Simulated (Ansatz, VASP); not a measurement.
## Two plane-wave programs on HfB3Ir

Contents of INCAR:

```
  ALGO = Normal
  EDIFF = 1E-7
  EDIFFG = -0.01
  ENCUT = 600
  GGA = PE
  IBRION = 2
  ISIF = 3
  ISMEAR = 0
  LASPH = T
  LCHARG = F
  LREAL = F
  LWAVE = F
  NELM = 80
  NSW = 100
  PREC = Accurate
  SIGMA = 0.1
```

The input KPOINTS:

```
k-points
0
Gamma
  10 10 10
```

The input POSCAR:

```
HfB3Ir
1.0
    4.0447977147      0.0000000000      0.0000000000
    0.0000000000      4.0447977147      0.0000000000
    0.0000000000      0.0000000000      4.0447977147
Hf B Ir
1 3 1
Direct
    0.0000000000      0.0000000000      0.0000000000
    0.0000000000      0.5000000000      0.5000000000
    0.5000000000      0.5000000000      0.0000000000
    0.5000000000      0.0000000000      0.5000000000
    0.5000000000      0.5000000000      0.5000000000
```

Input for Ansatz:

```yaml
crystal:
  lattice:
    - [4.0447977147, 0.0, 0.0]
    - [0.0, 4.0447977147, 0.0]
    - [0.0, 0.0, 4.0447977147]
  atoms:
    - { symbol: Hf, position: [0.0, 0.0, 0.0] }
    - { symbol: B, position: [0.0, 0.5, 0.5] }
    - { symbol: B, position: [0.5, 0.5, 0.0] }
    - { symbol: B, position: [0.5, 0.0, 0.5] }
    - { symbol: Ir, position: [0.5, 0.5, 0.5] }
basis:
  ecutwfc: 420
kpoints:
  mp_grid: { grid: [10, 10, 10] }
hamiltonian:
  xc: pbe
scf:
  occupations: { method: gaussian, width: 0.1 }
output:
  forces: true
  stress: true
  eigenvalues: true
  write_density: true
  write_potential: true
  elf: true
  volumetric_format: npy
relax:
  adjacent_minimum: "off"
  f_tol: 0.01
  max_steps: 80
  cell: { stress_tol: 0.05 }
```

Change from the starting cell: species swapped into the Mn3ZnC type (Pm-3m, No. 221).

Alike in both runs: task relaxation of cell and atoms; functional PBE; k mesh 10 × 10 × 10; occupations gaussian, width 0.1 eV; no spin polarisation.

```csv
,VASP,Ansatz
version,VASP 6.6.1,Ansatz 0.2.0
potentials or method,"VASP PAW PBE potentials, release 64 (Hf_pv, B, Ir)","scalar-relativistic, plane waves, PAW"
plane-wave cutoff (eV),600,420
valence electrons in the cell,28,52
```

Ansatz gave:

| Item | Value |
| --- | --- |
| gap on the k mesh at the Fermi level, each at its own relaxed structure (eV) | none |
| relaxed volume (Å³/atom) | 13.26 |
| relaxed cell length with the largest relative difference (Å) | 4.047 |

Q: Estimate VASP's values.

A: gap on the k mesh at the Fermi level, each at its own relaxed structure (eV): none; relaxed volume (Å³/atom): 13.27; relaxed cell length with the largest relative difference (Å): 4.049.

A gap of «none» marks a metal or a gap that the smearing closes. The two sets of potentials don't hold the same shells in valence.

Spin-orbit coupling is left out, which matters for the levels of Hf, Ir.
